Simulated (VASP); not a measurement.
# KMgF3: a GW gap and what it depends on

How far does the GW correction to the gap of KMgF3 depend on the settings? The starting structure is a measured crystal structure from the Crystallography Open Database. Cell and atoms stay as given.

Program: VASP 6.6.1. Level of theory: GW on LDA orbitals, with plane waves and PAW data sets made for GW. Results are calculated unless marked as measured.

## 1. The starting structure

It takes space group Pm-3m (No. 221, cubic). Conventional cell: a = 3.990 Å, b = 3.990 Å, c = 3.990 Å, α = 90.00°, β = 90.00°, γ = 90.00°. K has 12 F at 2.82 Å nearest. Nearest to Mg lie 6 F at 1.99 Å. Nearest to F lie 2 Mg at 1.99 Å and 4 K at 2.82 Å. Farther neighbours and most contacts between anions are not listed.

Structure file:

```xyz
5
Lattice="3.9897 0.0000 0.0000 0.0000 3.9897 0.0000 0.0000 0.0000 3.9897" Properties=species:S:1:pos:R:3 pbc="T T T"
K     1.9949    1.9949    1.9949
Mg    0.0000    0.0000    0.0000
F     0.0000    0.0000    1.9949
F     0.0000    1.9949    0.0000
F     1.9949    0.0000    0.0000
```

## 2. G0W0 (response cutoff 100 eV, 4×4×4 mesh)

It reads the orbitals and their derivatives (WAVECAR and WAVEDER) of a run with the empty bands, which follows a ground-state run; neither is shown.

The input, INCAR:

```
SYSTEM = KMgF3
PREC = Accurate
ENCUT = 520
ISMEAR = 0
SIGMA = 0.01
LREAL = .FALSE.
GGA = CA
NBANDS = 152
ALGO = EVGW0
NELMGW = 1
ENCUTGW = 100
NOMEGA = 40
PRECFOCK = Fast
NBANDSGW = 24
LWAVE = .FALSE.
LCHARG = .FALSE.
```

The input, POSCAR:

```
KMgF3
1.0
    3.9897000000      0.0000000000      0.0000000000
    0.0000000000      3.9897000000      0.0000000000
    0.0000000000      0.0000000000      3.9897000000
K Mg F
1 1 3
Direct
    0.5000000000      0.5000000000      0.5000000000
    0.0000000000      0.0000000000      0.0000000000
    0.0000000000      0.0000000000      0.5000000000
    0.0000000000      0.5000000000      0.0000000000
    0.5000000000      0.0000000000      0.0000000000
```

The input, KPOINTS:

```
Automatic mesh
0
Gamma
4 4 4
0 0 0
```

PAW data sets: K_sv_GW, Mg_GW and F_GW (LDA family, release 64).

On the command line:

```
> mpirun -np 8 vasp_std
```

Output:

```text
[banner, memory and clock lines left out]
running    8 mpi-ranks, on    1 nodes
 distrk:  each k-point on    8 cores,    1 groups
 distr:  one band on    1 cores,    8 groups

 POSCAR found type information on POSCAR K MgF
 POSCAR found :  3 types and       5 ions
|                                                                             |
|           W    W    AA    RRRRR   N    N  II  N    N   GGGG   !!!           |
|           W    W   A  A   R    R  NN   N  II  NN   N  G    G  !!!           |
|           W    W  A    A  R    R  N N  N  II  N N  N  G       !!!           |
|           W WW W  AAAAAA  RRRRR   N  N N  II  N  N N  G  GGG   !            |
|           WW  WW  A    A  R   R   N   NN  II  N   NN  G    G                |
|           W    W  A    A  R    R  N    N  II  N    N   GGGG   !!!           |
|                                                                             |
|     For optimal performance we recommend to set                             |
|       NCORE = 2 up to number-of-cores-per-socket                            |
|     NCORE specifies how many cores store one orbital (NPAR=cpu/NCORE).      |
|     This setting can greatly improve the performance of VASP for DFT.       |
|     The default, NCORE=1 might be grossly inefficient on modern             |
|     multi-core architectures or massively parallel machines. Do your        |
|     Unfortunately you need to use the default for GW and RPA                |
|     calculations (for HF NCORE is supported but not extensively tested      |
|     yet).                                                                   |
|                                                                             |

|                                                                             |
|           W    W    AA    RRRRR   N    N  II  N    N   GGGG   !!!           |
|           W    W   A  A   R    R  NN   N  II  NN   N  G    G  !!!           |
|           W    W  A    A  R    R  N N  N  II  N N  N  G       !!!           |
|           W WW W  AAAAAA  RRRRR   N  N N  II  N  N N  G  GGG   !            |
|           WW  WW  A    A  R   R   N   NN  II  N   NN  G    G                |
|           W    W  A    A  R    R  N    N  II  N    N   GGGG   !!!           |
|                                                                             |
|     The default for ENCUTGWSOFT is different in this version of VASP.       |
|     please manually set ENCUTGWSOFT =100 in the INCAR file.                 |
|                                                                             |

 LDA part: xc-table for (Slater(with rela. corr.)+CA(PZ))
 , standard interpolation
 found WAVECAR, reading the header
 POSCAR, INCAR and KPOINTS ok, starting setup
 FFT: planning ... GRIDC
 FFT: planning ... GRID_SOFT
 FFT: planning ... GRID
 reading WAVECAR
 the WAVECAR file was read successfully
 initial charge from wavefunction
 available memory per node:    121.77 GB, setting MAXMEM to    124690

 The Fermi energy was updated, please check that it is located mid-gap
 values below the HOMO (VB) or above the LUMO (CB) will cause erroneous energies
 E-fermi :   3.1241

 calculate exact exchange contribution
 the WAVEDER file was read successfully
energies w=
    0.000    0.000    1.063    0.000    2.120    0.000    3.165    0.000
    4.193    0.000    5.202    0.000    6.188    0.000    7.153    0.000
    8.097    0.000    9.021    0.000    9.929    0.000   10.824    0.000
   11.711    0.000   12.593    0.000   13.476    0.000   14.365    0.000
   15.267    0.000   16.188    0.000   17.135    0.000   18.117    0.000
   19.144    0.000   20.227    0.000   21.380    0.000   22.619    0.000
   23.965    0.000   25.444    0.000   27.088    0.000   28.939    0.000
   31.054    0.000   33.509    0.000   36.411    0.000   39.911    0.000
   44.234    0.000   49.725    0.000   56.951    0.000   66.894    0.000
   81.430    0.000  104.643    0.000  147.409    0.000  251.634    0.000
 responsefunction array rank=     160
 LDA part: xc-table for (Slater(with rela. corr.)+CA(PZ))
 , standard interpolation

 min. memory requirement per mpi rank    155.3 MB, per node   1242.3 MB

 allocating   5 responsefunctions rank=   160
 shmem allocating  40 responsefunctions rank=   160
 response function shared by NCSHMEM nodes    1
 Doing            5  frequencies on each core in blocks of           40
NQ=   1    0.0000    0.0000    0.0000,
|.........|.........|.........|.........|.........|.........|.........|.........
 performed        351000 updates of chi_q(r,r)
 total number of BLAS operations         60.76 Gflops
NQ=   2    0.2500    0.0000    0.0000,
|.........|.........|.........|.........|.........|.........|.........|.........
 performed        935000 updates of chi_q(r,r)
 total number of BLAS operations        173.19 Gflops
NQ=   3    0.5000    0.0000    0.0000,
|.........|.........|.........|.........|.........|.........|.........|.........
 performed       1395000 updates of chi_q(r,r)
 total number of BLAS operations        256.16 Gflops
NQ=   4    0.2500    0.2500    0.0000,
|.........|.........|.........|.........|.........|.........|.........|.........
 performed       2082000 updates of chi_q(r,r)
 total number of BLAS operations        362.36 Gflops
NQ=   5    0.5000    0.2500    0.0000,
|.........|.........|.........|.........|.........|.........|.........|.........
 performed       2769000 updates of chi_q(r,r)
 total number of BLAS operations        470.10 Gflops
NQ=   6    0.5000    0.5000    0.0000,
|.........|.........|.........|.........|.........|.........|.........|.........
 performed       3222000 updates of chi_q(r,r)
 total number of BLAS operations        553.95 Gflops
NQ=   7    0.2500    0.2500    0.2500,
|.........|.........|.........|.........|.........|.........|.........|.........
 performed       3763000 updates of chi_q(r,r)
 total number of BLAS operations        634.02 Gflops
NQ=   8    0.5000    0.2500    0.2500,
|.........|.........|.........|.........|.........|.........|.........|.........
 performed       4406000 updates of chi_q(r,r)
 total number of BLAS operations        740.75 Gflops
NQ=   9    0.5000    0.5000    0.2500,
|.........|.........|.........|.........|.........|.........|.........|.........
 performed       4976000 updates of chi_q(r,r)
 total number of BLAS operations        840.69 Gflops
NQ=  10    0.5000    0.5000    0.5000,
|.........|.........|.........|.........|.........|.........|.........|.........
 performed       5327000 updates of chi_q(r,r)
 total number of BLAS operations        892.70 Gflops
 resolving degeneracies of screened two electron integrals

 calculate QP shifts <psi_nk| G(iteration)W_0 |psi_nk>: iteration 1
 entering main loop
```

Elapsed: 21 s, on 8 MPI ranks of Intel Xeon 6975P-C (Granite Rapids), shared host; peak memory 1.6 GiB.

The logs omit lines about the potential files and the build; timing stands in the text.

From OUTCAR (step 2):

```text
ion  position               nearest neighbor table
   1  0.500  0.500  0.500-
   2  0.000  0.000  0.000-   3 1.99   4 1.99   5 1.99   3 1.99   4 1.99   5 1.99
   3  0.000  0.000  0.500-   2 1.99   2 1.99
   4  0.000  0.500  0.000-   2 1.99   2 1.99
   5  0.500  0.000  0.000-   2 1.99   2 1.99

  LATTYP: Found a simple cubic cell.
 ALAT       =     3.9897000000

 Subroutine GETGRP returns: Found 48 space group operations
 (whereof 48 operations were pure point group operations)

The static configuration has the point symmetry O_h .

 Found     10 irreducible k-points:

   k-points           NKPTS =     10   k-points in BZ     NKDIM =     64   number of bands    NBANDS=    152

   dimension x,y,z NGX =    30 NGY =   30 NGZ =   30
   dimension x,y,z NGXF=    60 NGYF=   60 NGZF=   60

   ENCUT  =  520.0 eV  38.22 Ry    6.18 a.u.   7.42  7.42  7.42*2*pi/ulx,y,z

   NELECT =      32.0000    total number of electrons

  energy-cutoff  :      520.00
  volume of cell :       63.51
      direct lattice vectors                 reciprocal lattice vectors
     3.989700000  0.000000000  0.000000000     0.250645412  0.000000000  0.000000000
     0.000000000  3.989700000  0.000000000     0.000000000  0.250645412  0.000000000
     0.000000000  0.000000000  3.989700000     0.000000000  0.000000000  0.250645412

 k-points in reciprocal lattice and weights: Automatic mesh
   0.00000000  0.00000000  0.00000000       0.016
   0.25000000  0.00000000  0.00000000       0.094
   0.50000000  0.00000000  0.00000000       0.047
   0.25000000  0.25000000  0.00000000       0.188
   0.50000000  0.25000000  0.00000000       0.188
   0.50000000  0.50000000  0.00000000       0.047
   0.25000000  0.25000000  0.25000000       0.125
   0.50000000  0.25000000  0.25000000       0.188
   0.50000000  0.50000000  0.25000000       0.094
   0.50000000  0.50000000  0.50000000       0.016

 E-fermi :   3.1241

 QP shifts <psi_nk| G(iteration)W_0 |psi_nk>: iteration 1
 for sc-GW calculations column KS-energies equals QP-energies in previous step
 and V_xc(KS)=  KS-energies - (<T + V_ion + V_H > + <T+V_H+V_ion>^1  + <V_x>^1)
 k-point   1 :       0.0000    0.0000    0.0000
  band No.  KS-energies  QP-energies   sigma(KS)   V_xc(KS)     V^pw_x(r,r')   Z            occupation Imag(sigma)
    ...
     13      -0.9891      -3.4470     -25.0120     -21.9354     -29.8882       0.7989       2.0000       0.1308
     14      -0.6728      -3.0271     -25.5597     -22.6332     -30.3501       0.8045       2.0000       0.1223
     15      -0.6728      -3.0271     -25.5597     -22.6332     -30.3501       0.8045       2.0000       0.1223
     16      -0.6728      -3.0271     -25.5597     -22.6332     -30.3501       0.8045       2.0000       0.1223
     17       6.5969       8.5643      -8.6908     -10.9210      -5.6277       0.8821       0.0000      -0.0689
     18       9.4393      11.9641      -7.5790     -10.4372      -4.4399       0.8834       0.0000      -0.0728
     19       9.4393      11.9641      -7.5790     -10.4372      -4.4399       0.8834       0.0000      -0.0728
     20      11.6544      14.7520      -8.4065     -11.9490      -5.0960       0.8744       0.0000      -0.0750
    ...

 k-point   2 :       0.2500    0.0000    0.0000
  band No.  KS-energies  QP-energies   sigma(KS)   V_xc(KS)     V^pw_x(r,r')   Z            occupation Imag(sigma)
    ...
     13      -1.1061      -3.5752     -24.7681     -21.6806     -29.6042       0.7997       2.0000       0.1316
     14      -1.1061      -3.5752     -24.7681     -21.6806     -29.6042       0.7997       2.0000       0.1316
     15      -0.7828      -3.1571     -25.3931     -22.4360     -30.1870       0.8029       2.0000       0.1239
     16      -0.7828      -3.1571     -25.3931     -22.4360     -30.1870       0.8029       2.0000       0.1239
     17       7.6219       9.7060      -9.5653     -11.9394      -6.6110       0.8779       0.0000      -0.0705
     18       9.9531      12.6048      -8.3177     -11.3362      -5.2367       0.8785       0.0000      -0.0726
     19       9.9982      12.5610      -8.1662     -11.0829      -5.0131       0.8787       0.0000      -0.0750
     20      11.9378      15.1396      -8.6289     -12.2992      -5.2888       0.8724       0.0000      -0.0764
    ...

 k-point   3 :       0.5000    0.0000    0.0000
  band No.  KS-energies  QP-energies   sigma(KS)   V_xc(KS)     V^pw_x(r,r')   Z            occupation Imag(sigma)
    ...
     13      -1.2298      -3.7044     -24.5575     -21.4611     -29.3490       0.7992       2.0000       0.1326
     14      -1.2298      -3.7044     -24.5575     -21.4611     -29.3490       0.7992       2.0000       0.1326
     15      -0.8913      -3.2875     -25.2235     -22.2344     -30.0309       0.8016       2.0000       0.1258
     16      -0.8913      -3.2875     -25.2235     -22.2344     -30.0309       0.8016       2.0000       0.1258
     17       9.4287      11.7533      -9.9985     -12.6714      -7.0659       0.8697       0.0000      -0.0744
     18       9.7405      12.1396      -9.8551     -12.6090      -6.7680       0.8712       0.0000      -0.0821
     19      10.5120      13.3275      -9.1221     -12.3453      -6.0908       0.8735       0.0000      -0.0733
     20      12.2517      15.5935     -10.4829     -14.3649      -7.2759       0.8608       0.0000      -0.0823
    ...

 k-point   4 :       0.2500    0.2500    0.0000
  band No.  KS-energies  QP-energies   sigma(KS)   V_xc(KS)     V^pw_x(r,r')   Z            occupation Imag(sigma)
    ...
     13      -1.2116      -3.6866     -24.5450     -21.4470     -29.3564       0.7989       2.0000       0.1328
     14      -0.9624      -3.3847     -25.0395     -22.0165     -29.8404       0.8013       2.0000       0.1274
     15      -0.9445      -3.3453     -25.1155     -22.1225     -29.8950       0.8021       2.0000       0.1259
     16      -0.6664      -3.0535     -25.4301     -22.4570     -30.2683       0.8029       2.0000       0.1251
     17       8.4240      10.6125      -9.8715     -12.3760      -6.9092       0.8738       0.0000      -0.0735
     18      10.3483      13.0763      -8.7330     -11.8505      -5.6313       0.8751       0.0000      -0.0744
     19      10.6215      13.2794      -8.5885     -11.6260      -5.4245       0.8750       0.0000      -0.0774
     20      11.8759      15.0341     -10.1057     -13.7621      -6.9271       0.8638       0.0000      -0.0806
    ...

[... 4 further parts left out ...]
```

G0W0 (response cutoff 100 eV, 4×4×4 mesh): the quasiparticle gap on this mesh is 11.269 eV, +4.324 eV from the LDA gap on the same points, with 152 bands.

## 3. G0W0 (response cutoff 160 eV, 4×4×4 mesh)

It reads the orbitals and their derivatives (WAVECAR and WAVEDER) of a run with the empty bands, which follows a ground-state run; neither is shown.

Edit INCAR of step 2 so:

```diff
@@ -7,6 +7,6 @@
 GGA = CA
-NBANDS = 152
+NBANDS = 296
 ALGO = EVGW0
 NELMGW = 1
-ENCUTGW = 100
+ENCUTGW = 160
 NOMEGA = 40
```

POSCAR is that of step 2.

KPOINTS is that of step 2.

On the command line:

```
> mpirun -np 8 vasp_std
```

Output:

```text
[banner, memory and clock lines left out]
running    8 mpi-ranks, on    1 nodes
[...]
[... a notice as in an earlier step ...]

|                                                                             |
|           W    W    AA    RRRRR   N    N  II  N    N   GGGG   !!!           |
|           W    W   A  A   R    R  NN   N  II  NN   N  G    G  !!!           |
|           W    W  A    A  R    R  N N  N  II  N N  N  G       !!!           |
|           W WW W  AAAAAA  RRRRR   N  N N  II  N  N N  G  GGG   !            |
|           WW  WW  A    A  R   R   N   NN  II  N   NN  G    G                |
|           W    W  A    A  R    R  N    N  II  N    N   GGGG   !!!           |
|                                                                             |
|     The default for ENCUTGWSOFT is different in this version of VASP.       |
|     please manually set ENCUTGWSOFT =160 in the INCAR file.                 |
|                                                                             |

[...]
total number of BLAS operations       3682.13 Gflops
NQ=   6    0.5000    0.5000    0.0000,
|.........|.........|.........|.........|.........|.........|.........|.........
 performed       6465000 updates of chi_q(r,r)
 total number of BLAS operations       4340.52 Gflops
NQ=   7    0.2500    0.2500    0.2500,
|.........|.........|.........|.........|.........|.........|.........|.........
 performed       7549000 updates of chi_q(r,r)
 total number of BLAS operations       5070.46 Gflops
NQ=   8    0.5000    0.2500    0.2500,
|.........|.........|.........|.........|.........|.........|.........|.........
 performed       8832000 updates of chi_q(r,r)
 total number of BLAS operations       5982.54 Gflops
NQ=   9    0.5000    0.5000    0.2500,
|.........|.........|.........|.........|.........|.........|.........|.........
 performed       9973000 updates of chi_q(r,r)
 total number of BLAS operations       6761.35 Gflops
NQ=  10    0.5000    0.5000    0.5000,
|.........|.........|.........|.........|.........|.........|.........|.........
 performed      10688000 updates of chi_q(r,r)
 total number of BLAS operations       7290.36 Gflops
 resolving degeneracies of screened two electron integrals

 calculate QP shifts <psi_nk| G(iteration)W_0 |psi_nk>: iteration 1
 entering main loop
[key lines of the parts left out:]
E-fermi :   3.1241
```

Elapsed: 51 s, on 8 MPI ranks; peak memory 2.5 GiB; 6.6 min of CPU time.

Parts of OUTCAR (step 3):

```text
 QP shifts <psi_nk| G(iteration)W_0 |psi_nk>: iteration 1
 for sc-GW calculations column KS-energies equals QP-energies in previous step
 and V_xc(KS)=  KS-energies - (<T + V_ion + V_H > + <T+V_H+V_ion>^1  + <V_x>^1)
 k-point   1 :       0.0000    0.0000    0.0000
  band No.  KS-energies  QP-energies   sigma(KS)   V_xc(KS)     V^pw_x(r,r')   Z            occupation Imag(sigma)
    ...
     13      -0.9891      -3.5127     -25.1115     -21.9354     -29.8882       0.7946       2.0000       0.1512
     14      -0.6728      -3.1044     -25.6727     -22.6332     -30.3501       0.8000       2.0000       0.1459
     15      -0.6728      -3.1044     -25.6727     -22.6332     -30.3501       0.8000       2.0000       0.1459
     16      -0.6728      -3.1044     -25.6727     -22.6332     -30.3501       0.8000       2.0000       0.1459
     17       6.5969       8.5714      -8.6790     -10.9210      -5.6277       0.8807       0.0000      -0.0599
     18       9.4393      11.8886      -7.6634     -10.4372      -4.4399       0.8830       0.0000      -0.0721
     19       9.4393      11.8886      -7.6634     -10.4372      -4.4399       0.8830       0.0000      -0.0721
     20      11.6544      14.6409      -8.5300     -11.9490      -5.0960       0.8735       0.0000      -0.0757
    ...

[... 1 part as in an earlier step ...]

[... 2 further parts left out ...]
[key lines of the parts left out:]
E-fermi :   3.1241
```

G0W0 (response cutoff 160 eV, 4×4×4 mesh): the quasiparticle gap on this mesh is 11.345 eV, +4.399 eV from the LDA gap on the same points, with 296 bands.

(Part 1 of 2 ends here.)

[Lines on the potential files, build, host, timing and source positions are cut from VASP's logs without a mark.]

[Logs are printed without paths, hosts, clocks, repeated set-up lines and the standing remarks that a program may print on its own settings, such as how far it seeks lower states.]

[Hosts, paths, dates, database ids (printed as entryN), source tags and the programs' standing remarks are cut or masked in the printed files.]
